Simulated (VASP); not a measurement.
Data:

```
CELL_PARAMETERS angstrom
      5.88826     0.00000     0.00000
     -2.94413     5.09939     0.00000
      0.00000     0.00000     4.34897
ATOMIC_POSITIONS crystal
  Na 0.00000 0.00000 0.19263
  Sn 0.66667 0.33333 0.49615
  Sn 0.33333 0.66667 0.49615
  Pd 0.00000 0.50000 0.99502
  Pd 0.50000 0.00000 0.99502
  Pd 0.50000 0.50000 0.99502
```

The numbers are results of PBEsol GGA, VASP's PBE PAW potentials (set 64) (plane waves; VASP), not measurements. Settings: 300 eV cut-off, 5×5×5 Γ-centred mesh, Gaussian smearing of 0.050 eV, potentials Na_pv Sn_d Pd.

At this cut-off the stress carries a Pulay error, which pulls relaxed volumes low. Energy and stress use the plane-wave basis of the starting cell.

Task: The ions, cell shape and volume are relaxed. Which structure does the run end with?

Result: 
```
CELL_PARAMETERS angstrom
      5.70682     0.00000     0.00000
     -2.85341     4.94225     0.00000
      0.00000     0.00000     4.24809
ATOMIC_POSITIONS crystal
  Na 0.00000 0.00000 0.21812
  Sn 0.66667 0.33333 0.49123
  Sn 0.33333 0.66667 0.49123
  Pd 0.00000 0.50000 0.98980
  Pd 0.50000 0.00000 0.98980
  Pd 0.50000 0.50000 0.98980
```
Space group P6mm (183), at a tolerance of 0.03 Å.

Task: How do energy and volume change from the first to the last step?

Result: The energy (σ→0) changes by -40.3 meV/atom and the volume by -8.2 %, in 23 ionic steps.

The structure comes from a computed database's NaSn2Pd3 entry (P6mm); how it stands against other phases isn't given here. This run relaxes it. Symmetry was kept, so distortions that lower it aren't found. The run is one of a series of settings (EDIFFG = -0.01, IBRION = 2, ISIF = 3, NSW = 50 against the base run), some of them coarse on purpose. The electron count is odd and the run is not spin-polarised, which forces a metal.
